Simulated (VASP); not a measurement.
Here is a VASP 6.6.1 calculation.

Contents of POSCAR:

```
NbAg3
1.0
    0.0000000000      4.2196455471      0.0000000000
    4.2196455471      0.0000000000      0.0000000000
    2.1098227735      2.1098227735     -3.9486991314
Ag Nb
3 1
Direct
    0.7500000000      0.2500000000      0.5000000000
    0.2500000000      0.7500000000      0.5000000000
    0.5000000000      0.5000000000      0.0000000000
    0.0000000000      0.0000000000      0.0000000000
```

Contents of INCAR.step1:

```
PREC     = Accurate       # precision mode
ENCUT    = 520            # plane-wave cutoff, eV
ISMEAR   = -1             # smearing method
SIGMA    = 0.1            # smearing width, eV
LREAL    = F              # projectors in reciprocal space
LASPH    = T              # aspherical terms in the spheres
NELM     = 150            # most SCF steps
LMAXMIX  = 4              # l up to which the mixer works
LDAU     = T              # DFT+U
LDAUTYPE = 2            
LDAUL    = -1 2           # shell
LDAUU    = 0 2.89         # U, eV
LDAUJ    = 0 0          
NBANDS   = 31             # bands
GGA      = PE             # functional
ALGO     = Normal         # electronic algorithm
EDIFF    = 1E-4           # SCF threshold, eV
LWAVE    = T              # write WAVECAR
LCHARG   = F              # write CHGCAR
```

INCAR.step2

```
PREC     = Accurate       # precision mode
ENCUT    = 520            # plane-wave cutoff, eV
EDIFF    = 1E-6           # SCF threshold, eV
ISMEAR   = -1             # smearing method
SIGMA    = 0.1            # smearing width, eV
LREAL    = F              # projectors in reciprocal space
LASPH    = T              # aspherical terms in the spheres
NELM     = 150            # most SCF steps
ALGO     = Normal         # electronic algorithm
ISIF     = 2              # what is computed and relaxed
LWAVE    = F              # write WAVECAR
LCHARG   = F              # write CHGCAR
LMAXMIX  = 4              # l up to which the mixer works
LDAU     = T              # DFT+U
LDAUTYPE = 2            
LDAUL    = -1 2           # shell
LDAUU    = 0 2.89         # U, eV
LDAUJ    = 0 0          
LDAUPRINT= 1            
METAGGA  = R2SCAN         # meta-GGA
LMIXTAU  = T            
NBANDS   = 31             # bands
ISTART   = 1
```

File KPOINTS:

```
regular mesh
0
Gamma
  5 5 5
```

Potentials or basis: VASP PAW PBE potentials, release 64 (Ag, Nb_sv).

Command:

```bash
$ cat potpaw_PBE.64/Ag/POTCAR potpaw_PBE.64/Nb_sv/POTCAR > POTCAR
$ cp INCAR.step1 INCAR
$ mpirun -np 1 vasp_std > vasp.out
$ cp INCAR.step2 INCAR
$ mpirun -np 1 vasp_std > vasp.out
```

Q: What does it give for the band gap on the k mesh?

A: None (metal or under the smearing width).

Q: Predict the pressure.

A: -0.9 GPa.

Eigenvalues of the final occupation matrices:
```tsv
site	spin	trace	eigenvalues
site 4 d	1	1.04	0.11 0.18 0.24 0.24 0.28
site 4 d	2	1.04	0.11 0.18 0.24 0.24 0.28
```

Caveat: the PAW data sets were made with another functional, which shifts forces and pressure a little; U without spin polarisation on a metal has little footing; the U is typed as a test and isn't derived for this compound.
